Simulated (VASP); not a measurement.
An input for Quantum ESPRESSO's pw.x (written as the equivalent of a VASP run, and not itself run):

```
&CONTROL
  calculation = 'scf'
  pseudo_dir = './pseudo'
  outdir = './out'
  tprnfor = .true.
  tstress = .true.
/
&SYSTEM
  ibrav = 0
  nat = 2
  ntyp = 2
  ecutwfc = 60.3
  occupations = 'smearing'
  smearing = 'gaussian'
  degauss = 0.003675
  input_dft = 'pbe'
/
&ELECTRONS
  conv_thr = 7.3e-08
  electron_maxstep = 100
/
ATOMIC_SPECIES
  Tl 204.380 Tl.upf
  Br 79.904 Br.upf
CELL_PARAMETERS angstrom
     3.9900000    0.0000000    0.0000000
     0.0000000    3.9900000    0.0000000
     0.0000000    0.0000000    3.9900000
ATOMIC_POSITIONS crystal
  Tl   0.0000000  0.0000000  0.0000000
  Br   0.5000000  0.5000000  0.5000000
K_POINTS automatic
  6 6 6 0 0 0
```

### Question
Write the VASP files for the same calculation (PBE).

### Answer
This is not unique; one that fits is 
### KPOINTS
```
Automatic mesh
0
Gamma
6 6 6
0 0 0
```

### INCAR
```
SYSTEM = TlBr
PREC = Accurate
ENCUT = 400
EDIFF = 1E-6
NELM = 100
ALGO = Conjugate
LREAL = .FALSE.
LASPH = .TRUE.
ISMEAR = 0
SIGMA = 0.05
GGA = PE
LMAXMIX = 4
LWAVE = .FALSE.
LCHARG = .FALSE.
ISIF = 2
```

### POSCAR
```
TlBr
1
    3.9900000000     0.0000000000     0.0000000000
    0.0000000000     3.9900000000     0.0000000000
    0.0000000000     0.0000000000     3.9900000000
Tl Br
1 1
Direct
  0.0000000000   0.0000000000   0.0000000000
  0.5000000000   0.5000000000   0.5000000000
```

POTCAR, in this order: Tl_d Br (PBE.64 set). Program: vasp_std.

The two are equivalent in intent, not identical: the potentials are each code's own (VASP's PAW set, PseudoDojo norm-conserving files in pw.x), so ENCUT and ecutwfc are chosen apart and not converted; conv_thr bounds pw.x's estimated SCF error, while EDIFF bounds the energy change between steps.

The compound is TlBr in the CsCl type structure. The cell was not relaxed at this level. The run is one of a series of settings (ALGO = Conjugate against the base run), some of them coarse on purpose.
